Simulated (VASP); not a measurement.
Method: LDA (Ceperley-Alder, Perdew-Zunger), VASP's LDA PAW potentials (set 64) (plane waves; VASP 6.6.1).

VASP input:

File POSCAR:
```
WSi2
1
   -1.5727206325     1.5727206325     3.8461773587
    1.5727206325    -1.5727206325     3.8461773587
    1.5727206325     1.5727206325    -3.8461773587
Si W
2 1
Direct
  0.6659290668   0.6659290668   0.0000000000
  0.3340709332   0.3340709332   0.0000000000
  0.0000000000   0.0000000000   0.0000000000
```

### KPOINTS
```
Automatic mesh
0
Gamma
14 14 14
0 0 0
```

INCAR:
```
# general
SYSTEM   =  WSi2
PREC     =  Accurate
ENCUT    =  500   # plane-wave cut-off (eV)
LREAL    =  .FALSE.
LASPH    =  .TRUE.

# electronic loop
EDIFF    =  1E-6   # SCF stop (eV)
NELM     =  100
ALGO     =  Normal
LMAXMIX  =  6   # l cut-off of mixed one-centre charges

# smearing
ISMEAR   =  1   # Methfessel-Paxton
SIGMA    =  0.1   # width (eV)

# ions
IBRION   =  2
NSW      =  40   # most ionic steps
ISIF     =  3   # ions, shape and volume
EDIFFG   =  -0.02
PSTRESS  =  200

# output
LWAVE    =  .FALSE.
LCHARG   =  .FALSE.
```

POTCAR, in this order: Si W_sv (LDA.64 set). Program: vasp_std.

The run wrote:

### OSZICAR
```
       N       E                     dE             d eps       ncg     rms          rms(c)
DAV:   1     0.124152327540E+03    0.12415E+03   -0.11016E+04  7320   0.145E+03
DAV:   2    -0.238551809246E+02   -0.14801E+03   -0.14594E+03  8363   0.359E+02
DAV:   3    -0.281003592948E+02   -0.42452E+01   -0.41374E+01  9756   0.522E+01
DAV:   4    -0.281287099769E+02   -0.28351E-01   -0.28347E-01  8321   0.508E+00
DAV:   5    -0.281290697623E+02   -0.35979E-03   -0.35978E-03  9840   0.564E-01    0.287E+01
DAV:   6    -0.274299948011E+02    0.69907E+00   -0.34854E+00  8783   0.145E+01    0.107E+01
DAV:   7    -0.273316318355E+02    0.98363E-01   -0.21603E-01  8202   0.294E+00    0.470E+00
DAV:   8    -0.273102669948E+02    0.21365E-01   -0.36441E-02  9602   0.160E+00    0.283E-01
DAV:   9    -0.273097155800E+02    0.55141E-03   -0.10762E-03  8713   0.273E-01    0.156E-01
DAV:  10    -0.273095761005E+02    0.13948E-03   -0.27056E-04  9077   0.170E-01    0.387E-02
DAV:  11    -0.273095721690E+02    0.39315E-05   -0.26674E-05  9266   0.425E-02    0.159E-02
DAV:  12    -0.273095720736E+02    0.95398E-07   -0.10434E-06  5641   0.760E-03
   1 F= -.22559372E+02 E0= -.22559253E+02  d E =-.225594E+02
       N       E                     dE             d eps       ncg     rms          rms(c)
DAV:   1    -0.287358719319E+02   -0.14263E+01   -0.51113E+01  8188   0.911E+01    0.239E+01
DAV:   2    -0.267817067156E+02    0.19542E+01   -0.78064E+00  8027   0.286E+01    0.331E+00
DAV:   3    -0.265984335446E+02    0.18327E+00   -0.29442E-01  8790   0.553E+00    0.196E+00
DAV:   4    -0.265507729038E+02    0.47661E-01   -0.84811E-02  8076   0.285E+00    0.166E+00
DAV:   5    -0.265488441602E+02    0.19287E-02   -0.11441E-02  9280   0.112E+00    0.580E-01
DAV:   6    -0.265486385527E+02    0.20561E-03   -0.25820E-03  8335   0.352E-01    0.548E-02
DAV:   7    -0.265486156115E+02    0.22941E-04   -0.14782E-04  8874   0.107E-01    0.340E-02
DAV:   8    -0.265486152460E+02    0.36547E-06   -0.41562E-06  8901   0.175E-02
   2 F= -.22320188E+02 E0= -.22320093E+02  d E =0.239184E+00
       N       E                     dE             d eps       ncg     rms          rms(c)
DAV:   1    -0.284739128029E+02   -0.19253E+01   -0.29733E+01  8307   0.740E+01    0.162E+01
DAV:   2    -0.273347926806E+02    0.11391E+01   -0.73385E+00  8167   0.232E+01    0.209E+00
DAV:   3    -0.272291295596E+02    0.10566E+00   -0.33535E-01  7684   0.397E+00    0.109E+00
DAV:   4    -0.272030120908E+02    0.26117E-01   -0.54837E-02  9126   0.218E+00    0.806E-01
DAV:   5    -0.272017737741E+02    0.12383E-02   -0.93544E-03  9007   0.986E-01    0.605E-01
DAV:   6    -0.272014587212E+02    0.31505E-03   -0.28918E-03  8111   0.373E-01    0.295E-02
DAV:   7    -0.272014550842E+02    0.36370E-05   -0.64807E-05  9077   0.634E-02    0.213E-02
DAV:   8    -0.272014537962E+02    0.12880E-05   -0.56168E-06  9056   0.163E-02    0.103E-02
DAV:   9    -0.272014536450E+02    0.15119E-06   -0.57736E-07  4360   0.668E-03
   3 F= -.22598115E+02 E0= -.22597981E+02  d E =-.387429E-01
       N       E                     dE             d eps       ncg     rms          rms(c)
DAV:   1    -0.271970317742E+02    0.44220E-02   -0.41205E-03  8363   0.835E-01    0.195E-01
DAV:   2    -0.271968728641E+02    0.15891E-03   -0.85880E-04  8286   0.262E-01    0.244E-02
DAV:   3    -0.271968587832E+02    0.14081E-04   -0.31294E-05  7908   0.427E-02    0.138E-02
DAV:   4    -0.271968548558E+02    0.39274E-05   -0.74117E-06  8867   0.269E-02    0.127E-02
DAV:   5    -0.271968546807E+02    0.17509E-06   -0.90040E-07  4045   0.104E-02
   4 F= -.22598163E+02 E0= -.22598029E+02  d E =-.387907E-01
       N       E                     dE             d eps       ncg     rms          rms(c)
DAV:   1    -0.271939214970E+02    0.29334E-02   -0.17153E-03  8272   0.540E-01    0.126E-01
DAV:   2    -0.271938556110E+02    0.65886E-04   -0.35260E-04  8223   0.168E-01    0.158E-02
DAV:   3    -0.271938497772E+02    0.58338E-05   -0.12885E-05  7943   0.277E-02    0.886E-03
DAV:   4    -0.271938481485E+02    0.16287E-05   -0.29386E-06  6099   0.173E-02    0.833E-03
DAV:   5    -0.271938480813E+02    0.67243E-07   -0.51853E-07  3779   0.851E-03
   5 F= -.22598153E+02 E0= -.22598019E+02  d E =-.387809E-01
       N       E                     dE             d eps       ncg     rms          rms(c)
DAV:   1    -0.271931476433E+02    0.70051E-03   -0.70239E-02  8328   0.275E+00    0.244E-01
DAV:   2    -0.271916157182E+02    0.15319E-02   -0.28624E-03  9112   0.468E-01    0.124E-01
DAV:   3    -0.271911458548E+02    0.46986E-03   -0.12220E-03  9266   0.282E-01    0.504E-02
DAV:   4    -0.271911426044E+02    0.32504E-05   -0.75442E-05  7978   0.673E-02    0.142E-02
DAV:   5    -0.271911416149E+02    0.98952E-06   -0.45679E-06  9218   0.184E-02
   6 F= -.22598662E+02 E0= -.22598479E+02  d E =-.508662E-03
       N       E                     dE             d eps       ncg     rms          rms(c)
DAV:   1    -0.271921260554E+02   -0.98345E-03   -0.42991E-03  8293   0.681E-01    0.616E-02
DAV:   2    -0.271920310336E+02    0.95022E-04   -0.17634E-04  9119   0.118E-01    0.310E-02
DAV:   3    -0.271920018426E+02    0.29191E-04   -0.74893E-05  9266   0.696E-02    0.124E-02
DAV:   4    -0.271920016183E+02    0.22431E-06   -0.45614E-06  7740   0.165E-02
   7 F= -.22598721E+02 E0= -.22598550E+02  d E =-.568348E-03
       N       E                     dE             d eps       ncg     rms          rms(c)
DAV:   1    -0.272002808007E+02   -0.82790E-02   -0.14764E-02  8244   0.148E+00    0.330E-01
DAV:   2    -0.271998417916E+02    0.43901E-03   -0.20161E-03  8216   0.425E-01    0.521E-02
DAV:   3    -0.271997860132E+02    0.55778E-04   -0.10673E-04  8496   0.837E-02    0.228E-02
DAV:   4    -0.271997740702E+02    0.11943E-04   -0.26092E-05  9105   0.503E-02    0.216E-02
DAV:   5    -0.271997735802E+02    0.49008E-06   -0.27963E-06  7005   0.164E-02
   8 F= -.22598715E+02 E0= -.22598539E+02  d E =0.603513E-05
       N       E                     dE             d eps       ncg     rms          rms(c)
DAV:   1    -0.271958679964E+02    0.39061E-02   -0.41070E-03  8237   0.778E-01    0.174E-01
DAV:   2    -0.271957471302E+02    0.12087E-03   -0.55148E-04  8244   0.223E-01    0.280E-02
DAV:   3    -0.271957314755E+02    0.15655E-04   -0.29346E-05  8412   0.441E-02    0.121E-02
DAV:   4    -0.271957281257E+02    0.33499E-05   -0.72623E-06  9077   0.266E-02    0.113E-02
DAV:   5    -0.271957279801E+02    0.14555E-06   -0.71471E-07  3926   0.853E-03
   9 F= -.22598762E+02 E0= -.22598588E+02  d E =-.400579E-04
```

**OUTCAR**
```
------------------------ aborting loop because EDIFF is reached ----------------------------------------
  FORCE on cell =-STRESS in cart. coord.  units (eV):
  Direction    XX          YY          ZZ          XY          YZ          ZX
  --------------------------------------------------------------------------------------
  Total        4.5847047      4.5847047      4.5604355      0.0000000     -0.0000000     -0.0000000
  in kB      199.4665285    199.4665285    198.4106484      0.0000000     -0.0000000     -0.0000000
  external PRESSURE =      -0.8854315 kB  Pullay stress =     200.0000000 kB
  volume of cell :       36.83
      direct lattice vectors                 reciprocal lattice vectors
    -1.554113070  1.554113070  3.811770133     0.000000000  0.321726913  0.131172653
     1.554113070 -1.554113070  3.811770133     0.321726913  0.000000000  0.131172653
     1.554113070  1.554113070 -3.811770133     0.321726913  0.321726913  0.000000000
 POSITION                                       TOTAL-FORCE (eV/Angst)
 -----------------------------------------------------------------------------------
      0.00000      0.00000      5.08009         0.000000      0.000000      0.008989
      0.00000      0.00000      2.54345        -0.000000     -0.000000     -0.008989
      0.00000      0.00000      0.00000        -0.000000     -0.000000     -0.000000
 -----------------------------------------------------------------------------------
    total drift:                               -0.000000      0.000000     -0.000000
  FREE ENERGIE OF THE ION-ELECTRON SYSTEM (eV)
  ---------------------------------------------------
  free  energy   TOTEN  =       -27.1957279801 eV

  energy  without entropy=      -27.1952082865  energy(sigma->0) =      -27.19555475
  enthalpy is  TOTEN    =       -22.5987615406 eV   P V=        4.5969664395

 reached required accuracy - stopping structural energy minimisation
```
(Selected blocks of OUTCAR.)

File CONTCAR:
```
WSi2
   1.00000000000000
    -1.5541130700768189    1.5541130700768189    3.8117701329385842
     1.5541130700768189   -1.5541130700768189    3.8117701329385842
     1.5541130700768189    1.5541130700768189   -3.8117701329385842
  Si              W
     2     1
Direct
     0.6663693604096338    0.6663693604096338    0.0000000000000000
     0.3336306395903663    0.3336306395903663    0.0000000000000000
     0.0000000000000000    0.0000000000000000    0.0000000000000000
```

Energy and stress use the plane-wave basis of the starting cell.

The compound is WSi2 in the MoSi2 type structure. This run relaxes it under an external pressure of 20 GPa. Symmetry was kept, so distortions that lower it aren't found.
